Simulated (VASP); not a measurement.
## CsSi2: single point with HSE(alpha, omega)

Crystal: CsSi2.

```
CELL_PARAMETERS angstrom
6.37157 0.00000 0.00000
-3.18578 5.51794 0.00000
0.00000 0.00000 4.47866
ATOMIC_POSITIONS crystal
Cs 0.00000 0.00000 0.00000
Si 0.66667 0.33333 0.25039
Si 0.66667 0.33333 0.74961
```

The cell was built by a generator and needn't be a form met in nature.

```json
{
  "Program": "VASP 6.6.1",
  "Task": "single point",
  "Functional": "HSE(alpha, omega)",
  "Potentials or basis": "VASP PAW PBE potentials, release 64 (Cs_sv, Si)",
  "Cutoff": "520 eV",
  "k mesh": "3 × 3 × 3",
  "Occupations": "fermi-dirac, width 0.05 eV",
  "Spin": "no spin polarisation"
}
```

* Pressure: 0.1 GPa
* Largest force: 0.030 eV/Å
* Band gap on the k mesh: none (metal or under the smearing width)

Forces in eV/Å, atoms in the order of the input:
```
Cs   0.000  0.000  0.000
Si   0.000  0.000 -0.030
Si   0.000  0.000  0.030
```

Stress tensor (GPa, compression positive):
```
-0.04  0.00  0.00
 0.00 -0.04  0.00
 0.00  0.00  0.24
```

Levels at points of the mesh, in eV from the Fermi level:
| k point | band 4 | band 5 | band 6 | band 7 | band 8 | band 9 | band 10 | band 11 | band 12 |
| --- | --- | --- | --- | --- | --- | --- | --- | --- | --- |
| (0.00, 0.00, 0.00) | -11.23 | -11.13 | -5.10 | -3.33 | -3.33 | -2.69 | 0.69 | 2.84 | 3.44 |

Run time: 3 min on 1 thread of Intel(R) Xeon(R) Platinum 8488C (Sapphire Rapids), on a shared host, peak memory 0.37 GiB.

Caveat: the k mesh is coarse (spacing up to 0.47 Å⁻¹), so the values aren't converged, least of all with exact exchange; the PAW data sets were made with another functional, which shifts forces and pressure a little. Spin-orbit coupling is left out, which matters for the levels of Cs.
